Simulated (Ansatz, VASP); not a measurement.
**SiC in two plane-wave programs**

Wanted: the spread between two codes on one cell, functional and k mesh. The cell is taken from a series of runs on this material, whose earlier steps may have relaxed, scaled, displaced or heated it; both programs get it as it stands.

Method: plane waves, with VASP 6.6.1 beside it; dielectric response at PBE, in Ansatz 0.2.0.

## 1. The structure

Symmetry: P6_3mc, No. 186, hexagonal system. Conventional cell: a = 3.076 Å, b = 3.076 Å, c = 10.071 Å, α = 90.00°, β = 90.00°, γ = 120.00°. Si has 4 C at 1.88 to 1.89 Å nearest. Nearest to Si lie 4 C at 1.88 to 1.89 Å. Nearest to C lie 4 Si at 1.88 to 1.89 Å. C has 4 Si at 1.88 to 1.89 Å nearest. Farther neighbours are not listed.

## 2. VASP: dielectric response, PBE

The response to a field tests empty states and converges slowly with the mesh.

Lines of VASP's logs that name or quote its potential files are left out, and so is its time.

INCAR

```
SYSTEM = SiC
PREC = Accurate
ENCUT = 520
EDIFF = 1E-08
NELM = 120
ISMEAR = 0
SIGMA = 0.01
LREAL = .FALSE.
ALGO = Normal
GGA = PE
NBANDS = 24
LORBIT = 11
LWAVE = .FALSE.
LCHARG = .FALSE.
ISIF = 2
LEPSILON = .TRUE.
LASPH = .TRUE.
GGA_COMPAT = .FALSE.
EFERMI = MIDGAP
KPAR = 2
```

POSCAR

```
SiC
1.0
    3.0756941497      0.0000000000      0.0000000000
   -1.5378470748      2.6636292679      0.0000000000
    0.0000000000      0.0000000000     10.0706464800
Si C
4 4
Direct
    0.6666666700      0.3333333300      0.9378419800
    0.3333333300      0.6666666700      0.4378419800
    0.0000000000      0.0000000000      0.6878943800
    0.0000000000      0.0000000000      0.1878943800
    0.6666666700      0.3333333300      0.7498025900
    0.3333333300      0.6666666700      0.2498025900
    0.0000000000      0.0000000000      0.5004600500
    0.0000000000      0.0000000000      0.0004600500
```

KPOINTS

```
Automatic mesh
0
Gamma
9 9 2
0 0 0
```

Potentials, in the order of the species: Si and C (PBE family, release 64).

The run is started by

```sh
> mpirun -np 2 vasp_std
```

Numbers of over 12 decimals in the logs are rounded to 6 here.

The log of the run:

```text
[banner, memory and clock lines left out]
running    2 mpi-ranks, on    1 nodes
 distrk:  each k-point on    1 cores,    2 groups
 distr:  one band on    1 cores,    1 groups

 POSCAR found type information on POSCAR SiC
 POSCAR found :  2 types and       8 ions
 LDA part: xc-table for (Slater+PW92), standard interpolation
 POSCAR, INCAR and KPOINTS ok, starting setup
 FFT: planning ... GRIDC
 FFT: planning ... GRID_SOFT
 FFT: planning ... GRID
 WAVECAR not read
 entering main loop
       N       E                     dE             d eps       ncg     rms          rms(c)
DAV:   1     0.790350896119E+02    0.79035E+02   -0.14516E+04  1152   0.120E+03
DAV:   2    -0.604816011541E+02   -0.13952E+03   -0.13017E+03  1584   0.202E+02
DAV:   3    -0.675878317829E+02   -0.71062E+01   -0.70551E+01  1528   0.434E+01
DAV:   4    -0.676842902848E+02   -0.96459E-01   -0.96354E-01  1512   0.590E+00
DAV:   5    -0.676862139816E+02   -0.19237E-02   -0.19234E-02  1536   0.786E-01    0.177E+01
DAV:   6    -0.604377152390E+02    0.72485E+01   -0.21311E+01  1472   0.209E+01    0.794E+00
DAV:   7    -0.602622889382E+02    0.17543E+00   -0.20569E+00  1576   0.668E+00    0.341E+00
DAV:   8    -0.602318166310E+02    0.30472E-01   -0.11603E-01  1376   0.172E+00    0.982E-01
DAV:   9    -0.602293591324E+02    0.24575E-02   -0.16600E-02  1488   0.727E-01    0.163E-01
DAV:  10    -0.602298468534E+02   -0.48772E-03   -0.13805E-03  1512   0.194E-01    0.776E-02
DAV:  11    -0.602299237565E+02   -0.76903E-04   -0.19876E-04  1448   0.913E-02    0.161E-02
DAV:  12    -0.602299259094E+02   -0.21529E-05   -0.83200E-06  1496   0.165E-02    0.576E-03
DAV:  13    -0.602299268736E+02   -0.96418E-06   -0.61041E-07  1504   0.450E-03    0.232E-03
DAV:  14    -0.602299269846E+02   -0.11101E-06   -0.10781E-08  1112   0.711E-04    0.111E-03
DAV:  15    -0.602299269953E+02   -0.10653E-07   -0.21701E-08  1192   0.894E-04    0.130E-04
DAV:  16    -0.602299269914E+02    0.38608E-08   -0.24467E-09   960   0.321E-04
   1 F= -.60229927E+02 E0= -.60229927E+02  d E =0.000000E+00
 Linear response reoptimize wavefunctions to high precision
DAV:   1    -0.602299269949E+02   -0.34433E-08   -0.45628E-10   992   0.135E-04
DAV:   2    -0.602299269949E+02   -0.20918E-10   -0.58589E-11   856   0.469E-05
 Linear response G [H, r] |phi>, progress :
  Direction:   1
       N       E                     dE             d eps       ncg     rms
RMM:   1    -0.149333072041E+03   -0.14933E+03    0.46483E+01  2967   0.754E+01
RMM:   2    -0.103153227621E+03    0.46180E+02   -0.15228E+01  1984   0.219E+01
RMM:   3    -0.103299380688E+03   -0.14615E+00   -0.29762E-01  2091   0.290E+00
RMM:   4    -0.103302620922E+03   -0.32402E-02   -0.10393E-02  2204   0.506E-01
RMM:   5    -0.103302684089E+03   -0.63168E-04   -0.65949E-04  2175   0.106E-01
RMM:   6    -0.103302696663E+03   -0.12574E-04   -0.12973E-04  2236   0.281E-02
RMM:   7    -0.103302697809E+03   -0.11452E-05   -0.10004E-04  2184   0.104E-02
RMM:   8    -0.103302698045E+03   -0.23688E-06   -0.12519E-04  2233   0.636E-03
RMM:   9    -0.103302698855E+03   -0.80918E-06   -0.31668E-04  2195   0.533E-03
RMM:  10    -0.103302699359E+03   -0.50486E-06    0.21463E-05  1868   0.503E-03
RMM:  11    -0.103302699836E+03   -0.47625E-06   -0.10182E-04  1728   0.491E-03
RMM:  12    -0.103302699753E+03    0.82791E-07    0.90994E-05  1696   0.489E-03
 Linear response G [H, r] |phi>, progress :
  Direction:   2
       N       E                     dE             d eps       ncg     rms
RMM:   1    -0.169953643447E+03   -0.16995E+03   -0.27358E+02  2891   0.719E+01
RMM:   2    -0.130123557784E+03    0.39830E+02   -0.12065E+01  1979   0.200E+01
RMM:   3    -0.130251426238E+03   -0.12787E+00   -0.21284E-01  2058   0.250E+00
RMM:   4    -0.130254221889E+03   -0.27957E-02   -0.59174E-03  2189   0.410E-01
RMM:   5    -0.130254333734E+03   -0.11184E-03   -0.44479E-04  2180   0.786E-02
RMM:   6    -0.130254336862E+03   -0.31280E-05   -0.17172E-04  2221   0.195E-02
RMM:   7    -0.130254336586E+03    0.27608E-06   -0.15437E-04  2190   0.751E-03
RMM:   8    -0.130254336651E+03   -0.65066E-07   -0.15175E-04  2198   0.512E-03
RMM:   9    -0.130254336529E+03    0.12191E-06   -0.13756E-04  2144   0.461E-03
RMM:  10    -0.130254337411E+03   -0.88227E-06   -0.94849E-05  1782   0.453E-03
RMM:  11    -0.130254337451E+03   -0.39180E-07   -0.18726E-04  1645   0.444E-03
RMM:  12    -0.130254337179E+03    0.27178E-06   -0.20210E-04  1618   0.443E-03
 Linear response G [H, r] |phi>, progress :
  Direction:   3
       N       E                     dE             d eps       ncg     rms
RMM:   1    -0.212802335993E+03   -0.21280E+03   -0.37773E+02  3023   0.793E+01
RMM:   2    -0.116738423659E+03    0.96064E+02   -0.21269E+01  1955   0.242E+01
RMM:   3    -0.116789566727E+03   -0.51143E-01   -0.45211E-01  2050   0.310E+00
RMM:   4    -0.116780658986E+03    0.89077E-02    0.31211E-03  2158   0.495E-01
RMM:   5    -0.116781047260E+03   -0.38827E-03    0.92675E-03  2161   0.977E-02
RMM:   6    -0.116781651892E+03   -0.60463E-03    0.36808E-03  2197   0.243E-02
RMM:   7    -0.116781905398E+03   -0.25351E-03    0.11949E-03  2180   0.872E-03
RMM:   8    -0.116782000498E+03   -0.95100E-04    0.37436E-04  2199   0.546E-03
RMM:   9    -0.116782028891E+03   -0.28394E-04    0.40446E-05  2153   0.470E-03
[...]
Direction:   2
       N       E                     dE             d eps       ncg     rms          rms(c)
RMM:   1    -0.168965445832E+01   -0.16897E+01   -0.69108E+00  2248   0.451E+00
RMM:   2    -0.173070452442E+01   -0.41050E-01   -0.19251E-02  1976   0.676E-01
RMM:   3    -0.173107253170E+01   -0.36801E-03   -0.49345E-04  2038   0.774E-02
RMM:   4    -0.173108589302E+01   -0.13361E-04   -0.18185E-05  2094   0.140E-02
RMM:   5    -0.173108644262E+01   -0.54960E-06   -0.17603E-06  2076   0.276E-03
RMM:   6    -0.173108648384E+01   -0.41219E-07   -0.10699E-06  1825   0.874E-04
RMM:   7    -0.173108648839E+01   -0.45501E-08   -0.10581E-06  1491   0.516E-04
RMM:   8    -0.173108648972E+01   -0.13259E-08   -0.10766E-06  1336   0.456E-04
RMM:   9    -0.173108649008E+01   -0.36027E-09   -0.11896E-06  1218   0.446E-04
RMM:  10    -0.173108648780E+01    0.22745E-08   -0.26166E-06  1212   0.446E-04
RMM:  11    -0.173108649566E+01   -0.78613E-08   -0.11229E-05  1159   0.453E-04
 change of polarisation eV/A/(eV/A) component  2 :    -1.032     3.462     0.000
 dielectric tensor                  component  2 :    -2.264     8.593     0.000
 Linear response to external field (no local field effect), progress :
  Direction:   3
       N       E                     dE             d eps       ncg     rms          rms(c)
RMM:   1    -0.144871187831E+01   -0.14487E+01   -0.59840E+00  2272   0.415E+00
RMM:   2    -0.149225014158E+01   -0.43538E-01   -0.17857E-02  1980   0.622E-01
RMM:   3    -0.149259657461E+01   -0.34643E-03   -0.46010E-04  1993   0.698E-02
RMM:   4    -0.149260903051E+01   -0.12456E-04   -0.16143E-05  2052   0.125E-02
RMM:   5    -0.149260948381E+01   -0.45329E-06   -0.13920E-06  2059   0.242E-03
RMM:   6    -0.149260951108E+01   -0.27276E-07   -0.75802E-07  1763   0.767E-04
RMM:   7    -0.149260951224E+01   -0.11620E-08   -0.72039E-07  1390   0.451E-04
RMM:   8    -0.149260951237E+01   -0.12985E-09   -0.71862E-07  1260   0.401E-04
RMM:   9    -0.149260951321E+01   -0.83563E-09   -0.72538E-07  1179   0.393E-04
RMM:  10    -0.149260951245E+01    0.76394E-09   -0.78150E-07  1159   0.392E-04
RMM:  11    -0.149260951939E+01   -0.69401E-08   -0.44250E-07  1115   0.397E-04
 change of polarisation eV/A/(eV/A) component  3 :    -0.000    -0.000     2.985
 dielectric tensor                  component  3 :    -0.000    -0.000     7.547
 Linear response to external field, progress :
  Direction:   1
       N       E                     dE             d eps       ncg     rms          rms(c)
RMM:   1    -0.139244240011E+01   -0.13924E+01   -0.55587E+00  4684   0.426E+00
RMM:   2    -0.142901190625E+01   -0.36570E-01   -0.17280E-02  4122   0.648E-01    0.172E+00
RMM:   3    -0.140429131082E+01    0.24721E-01   -0.30868E-02  4177   0.794E-01    0.102E+00
RMM:   4    -0.146612588336E+01   -0.61835E-01   -0.40142E-02  4244   0.925E-01    0.166E-01
RMM:   5    -0.147710627231E+01   -0.10980E-01   -0.13457E-03  4296   0.201E-01    0.201E-02
RMM:   6    -0.147826369883E+01   -0.11574E-02   -0.29498E-05  4456   0.266E-02    0.915E-03
RMM:   7    -0.147882328355E+01   -0.55958E-03   -0.17971E-05  4369   0.112E-02    0.126E-03
RMM:   8    -0.147886751206E+01   -0.44229E-04    0.94382E-07  4520   0.254E-03    0.493E-04
RMM:   9    -0.147886389985E+01    0.36122E-05   -0.26151E-06  4424   0.131E-03    0.738E-05
RMM:  10    -0.147886697776E+01   -0.30779E-05   -0.87807E-07  4302   0.586E-04    0.305E-05
RMM:  11    -0.147886563855E+01    0.13392E-05   -0.13735E-06  3316   0.467E-04    0.431E-06
 change of polarisation eV/A/(eV/A) component  1 :     2.750    -0.559    -0.000
 dielectric tensor                  component  1 :     7.032    -1.226    -0.000
 Linear response to external field, progress :
  Direction:   2
       N       E                     dE             d eps       ncg     rms          rms(c)
RMM:   1    -0.139323672703E+01   -0.13932E+01   -0.55666E+00  4738   0.420E+00
RMM:   2    -0.142902045401E+01   -0.35784E-01   -0.16941E-02  4122   0.636E-01    0.172E+00
RMM:   3    -0.140429855892E+01    0.24722E-01   -0.30817E-02  4194   0.793E-01    0.102E+00
RMM:   4    -0.146613710278E+01   -0.61839E-01   -0.40198E-02  4254   0.925E-01    0.166E-01
RMM:   5    -0.147708436709E+01   -0.10947E-01   -0.13399E-03  4282   0.201E-01    0.202E-02
RMM:   6    -0.147826459117E+01   -0.11802E-02   -0.29443E-05  4445   0.267E-02    0.921E-03
RMM:   7    -0.147881981466E+01   -0.55522E-03   -0.17081E-05  4354   0.111E-02    0.124E-03
RMM:   8    -0.147886600784E+01   -0.46193E-04   -0.53177E-06  4493   0.250E-03    0.486E-04
RMM:   9    -0.147886275148E+01    0.32564E-05   -0.31233E-06  4422   0.127E-03    0.952E-05
RMM:  10    -0.147886598859E+01   -0.32371E-05   -0.16345E-06  4327   0.579E-04    0.331E-05
RMM:  11    -0.147886445264E+01    0.15360E-05   -0.27142E-06  3520   0.454E-04    0.109E-05
RMM:  12    -0.147886506051E+01   -0.60787E-06   -0.10143E-06  2676   0.422E-04    0.262E-06
 change of polarisation eV/A/(eV/A) component  2 :    -0.557     2.750     0.000
 dielectric tensor                  component  2 :    -1.223     7.032     0.000
 Linear response to external field, progress :
  Direction:   3
       N       E                     dE             d eps       ncg     rms          rms(c)
RMM:   1    -0.144871187831E+01   -0.14487E+01   -0.59840E+00  2272   0.415E+00
RMM:   2    -0.149225002772E+01   -0.43538E-01   -0.17856E-02  1980   0.622E-01    0.173E+00
RMM:   3    -0.146920333670E+01    0.23047E-01   -0.28798E-02  1954   0.773E-01    0.103E+00
RMM:   4    -0.153272947188E+01   -0.63526E-01   -0.38380E-02  2005   0.909E-01    0.163E-01
RMM:   5    -0.154307061398E+01   -0.10341E-01   -0.12621E-03  2029   0.193E-01    0.242E-02
RMM:   6    -0.154448045736E+01   -0.14098E-02   -0.28244E-05  2093   0.284E-02    0.979E-03
RMM:   7    -0.154487056982E+01   -0.39011E-03   -0.23410E-06  2086   0.830E-03    0.299E-03
RMM:   8    -0.154512013590E+01   -0.24957E-03   -0.11800E-06  2099   0.451E-03    0.443E-04
RMM:   9    -0.154512470287E+01   -0.45670E-05   -0.64188E-07  2123   0.101E-03    0.199E-04
RMM:  10    -0.154512885938E+01   -0.41565E-05   -0.68525E-07  2079   0.553E-04    0.458E-05
RMM:  11    -0.154512871449E+01    0.14489E-06    0.67188E-07  1823   0.411E-04    0.162E-05
RMM:  12    -0.154512889474E+01   -0.18025E-06    0.94553E-10  1248   0.368E-04    0.502E-06
 change of polarisation eV/A/(eV/A) component  3 :    -0.000    -0.000     2.881
 dielectric tensor                  component  3 :    -0.000    -0.000     7.318
 Born effective charges drift removed
```

Parts of OUTCAR (step 2):

```text
ion  position               nearest neighbor table
   1  0.667  0.333  0.938-   8 1.88   8 1.88   8 1.88   5 1.89   3 3.08   3 3.08   3 3.08   4 3.08
                             4 3.08   4 3.08
   2  0.333  0.667  0.438-   7 1.88   7 1.88   7 1.88   6 1.89   4 3.08   4 3.08   4 3.08   3 3.08
                             3 3.08   3 3.08
   3  0.000  0.000  0.688-   5 1.88   5 1.88   5 1.88   7 1.89   1 3.08   1 3.08   1 3.08   2 3.08
                             2 3.08   2 3.08
   4  0.000  0.000  0.188-   6 1.88   6 1.88   6 1.88   8 1.89   2 3.08   2 3.08   2 3.08   1 3.08
                             1 3.08   1 3.08
   5  0.667  0.333  0.750-   3 1.88   3 1.88   3 1.88   1 1.89
   6  0.333  0.667  0.250-   4 1.88   4 1.88   4 1.88   2 1.89
   7  0.000  0.000  0.500-   2 1.88   2 1.88   2 1.88   3 1.89
   8  0.000  0.000  0.000-   1 1.88   1 1.88   1 1.88   4 1.89

  LATTYP: Found a hexagonal cell.
 ALAT       =     3.0756941497
 C/A-ratio  =     3.2742678530

 Subroutine GETGRP returns: Found 12 space group operations
 (whereof  6 operations were pure point group operations)

The static configuration has the point symmetry C_3v.
 The point group associated with its full space group is C_6v.

 Found     24 irreducible k-points:

   k-points           NKPTS =     24   k-points in BZ     NKDIM =     24   number of bands    NBANDS=     24

   dimension x,y,z NGX =    24 NGY =   24 NGZ =   80
   dimension x,y,z NGXF=    48 NGYF=   48 NGZF=  160

   ENCUT  =  520.0 eV  38.22 Ry    6.18 a.u.   5.72  5.72 18.72*2*pi/ulx,y,z

   NELECT =      32.0000    total number of electrons

 k-points in reciprocal lattice and weights: Automatic mesh
   0.00000000  0.00000000  0.00000000       0.006
   0.11111111 -0.00000000  0.00000000       0.037
   0.22222222 -0.00000000  0.00000000       0.037
   0.33333333  0.00000000  0.00000000       0.037
   0.44444444 -0.00000000  0.00000000       0.037
   0.11111111  0.11111111  0.00000000       0.037
   0.22222222  0.11111111  0.00000000       0.074
   0.33333333  0.11111111  0.00000000       0.074
   0.44444444  0.11111111  0.00000000       0.037
[...]
0.33333333  0.22222222  0.50000000       0.074
   0.33333333  0.33333333  0.50000000       0.012

 average (electrostatic) potential at core
       1 -80.3549       2 -80.3549       3 -80.3114       4 -80.3114       5 -44.7052
       6 -44.7052       7 -44.7671       8 -44.7671

  Total        2.0092369      2.0092369      1.9492220      0.0000000      0.0000000      0.0000000
  in kB       39.0182202     39.0182202     37.8527659      0.0000000      0.0000000      0.0000000
  external PRESSURE =      38.6297355 kB  Pullay stress =       0.0000000 kB

  energy-cutoff  :      520.00
  volume of cell :       82.50
      direct lattice vectors                 reciprocal lattice vectors
     3.075694150  0.000000000  0.000000000     0.325129857  0.187713811  0.000000000
    -1.537847075  2.663629268  0.000000000     0.000000000  0.375427621  0.000000000
     0.000000000  0.000000000 10.070646480     0.000000000  0.000000000  0.099298491

 POSITION                                       TOTAL-FORCE (eV/Angst)
 -----------------------------------------------------------------------------------
      1.53785      0.88788      9.44468         0.000000      0.000000     -0.003013
     -0.00000      1.77575      4.40935         0.000000      0.000000     -0.003013
      0.00000      0.00000      6.92754         0.000000      0.000000      0.000568
      0.00000      0.00000      1.89222         0.000000      0.000000      0.000568
      1.53785      0.88788      7.55100        -0.000000      0.000000      0.004020
     -0.00000      1.77575      2.51567        -0.000000     -0.000000      0.004020
      0.00000      0.00000      5.03996         0.000000     -0.000000     -0.001575
      0.00000      0.00000      0.00463        -0.000000      0.000000     -0.001575
 -----------------------------------------------------------------------------------
    total drift:                               -0.000000     -0.000000      0.000027

 MACROSCOPIC STATIC DIELECTRIC TENSOR (including local field effects in DFT)
 ------------------------------------------------------
           7.032199     0.000000     0.000000
           0.000000     7.032199     0.000000
          -0.000000     0.000000     7.317903
 ------------------------------------------------------

 PIEZOELECTRIC TENSOR (including local field effects)  for field in x, y, z        (C/m^2)
          XX          YY          ZZ          XY          YZ          ZX
  --------------------------------------------------------------------------------
  x    -0.00000     0.00000     0.00000    -0.00000    -0.00000    -0.58572
  y     0.00000     0.00000    -0.00000     0.00000    -0.58572    -0.00000
  z    -0.52176    -0.52176     0.97737    -0.00000     0.00000     0.00000

 BORN EFFECTIVE CHARGES (including local field effects) (in |e|, cummulative output)
 ---------------------------------------------------------------------------------
 ion    1
    1     2.67441     0.00000     0.00000
    2     0.00000     2.67441     0.00000
    3    -0.00000     0.00000     2.63537
 ion    2
    1     2.67441     0.00000     0.00000
    2     0.00000     2.67441     0.00000
    3     0.00000     0.00000     2.63537
 ion    3
    1     2.68306     0.00000     0.00000
    2     0.00000     2.68306     0.00000
    3    -0.00000    -0.00000     2.91301
 ion    4
    1     2.68306     0.00000    -0.00000
    2     0.00000     2.68306    -0.00000
    3     0.00000     0.00000     2.91301
 ion    5
    1    -2.70136    -0.00000    -0.00000
    2    -0.00000    -2.70136     0.00000
    3    -0.00000     0.00000    -2.73655
 ion    6
    1    -2.70136    -0.00000    -0.00000
    2    -0.00000    -2.70136     0.00000
    3     0.00000     0.00000    -2.73655
 ion    7
    1    -2.65611    -0.00000     0.00000
    2    -0.00000    -2.65611     0.00000
    3     0.00000     0.00000    -2.81183
 ion    8
    1    -2.65611    -0.00000    -0.00000
    2    -0.00000    -2.65611    -0.00000
    3     0.00000     0.00000    -2.81183
```

(Continued in part 2 of 2.)

[Lines on the potential files, build, host, timing and source positions are cut from VASP's logs without a mark.]

[Logs are printed without paths, hosts, clocks, repeated set-up lines and the standing remarks that a program may print on its own settings, such as how far it seeks lower states.]

[Hosts, paths, dates, database ids (printed as entryN), source tags and the programs' standing remarks are cut or masked in the printed files.]
